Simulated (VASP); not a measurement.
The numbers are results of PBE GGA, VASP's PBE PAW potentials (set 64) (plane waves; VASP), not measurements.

A VASP calculation is set up with these files.

File POSCAR:
```
Ni3Si
1
    3.4803243991     0.0000000000     0.0000000000
    0.0000000000     3.4803243991     0.0000000000
    0.0000000000     0.0000000000     3.4803243991
Si Ni
1 3
Direct
  0.0000000000   0.0000000000   0.0000000000
  0.0000000000   0.5000000000   0.5000000000
  0.5000000000   0.0000000000   0.5000000000
  0.5000000000   0.5000000000   0.0000000000
```

INCAR:
```
EDIFF = 1E-6   # SCF stop (eV)
LWAVE = .FALSE.
SYSTEM = Ni3Si
ISIF = 3   # ions, shape and volume
LASPH = .TRUE.
EDIFFG = -0.02
IBRION = 2   # conjugate gradients
LREAL = .FALSE.
NSW = 40   # most ionic steps
GGA = PE
PSTRESS = 100   # kbar
LCHARG = .FALSE.
SIGMA = 0.1   # width (eV)
ALGO = Normal
NELM = 100   # most electronic steps
LMAXMIX = 4
PREC = Accurate
ISMEAR = 1   # Methfessel-Paxton
ENCUT = 500   # plane-wave cut-off (eV)
```

### KPOINTS
```
Automatic mesh
0
Gamma
9 9 9
0 0 0
```

POTCAR, in this order: Si Ni (PBE.64 set). Program: vasp_std.

Energy and stress use the plane-wave basis of the starting cell.

Q: Estimate the energy per atom (σ→0), volume per atom, band gap (on the k-mesh).

A: 
The energy per atom (σ→0) comes out as -5.907 eV/atom and the band gap (on the k-mesh) is none (metal, semimetal or under 0.01 eV). The volume per atom is 10.33 Å^3/atom.

File OSZICAR:
```
...
DAV:   3    -0.236357914989E+02    0.45787E+00   -0.17635E+00  1652   0.233E+01    0.943E-01
DAV:   4    -0.236293370993E+02    0.64544E-02   -0.67416E-02  1571   0.206E+00    0.480E-01
DAV:   5    -0.236264557944E+02    0.28813E-02   -0.10747E-02  1825   0.168E+00    0.113E-01
DAV:   6    -0.236263849984E+02    0.70796E-04   -0.95380E-04  1520   0.374E-01    0.334E-02
DAV:   7    -0.236263956217E+02   -0.10623E-04   -0.32979E-05  2113   0.455E-02    0.251E-02
DAV:   8    -0.236264025979E+02   -0.69762E-05   -0.21808E-06  1140   0.162E-02    0.510E-03
DAV:   9    -0.236264016006E+02    0.99731E-06   -0.64614E-07   785   0.935E-03
   3 F= -.21048255E+02 E0= -.21048351E+02  d E =-.136857E-01
```

The compound is Ni3Si in the L1_2 structure. This run relaxes it under an external pressure of 10 GPa. Symmetry was kept, so distortions that lower it aren't found. The run is not spin-polarised, so no magnetic state was tried.
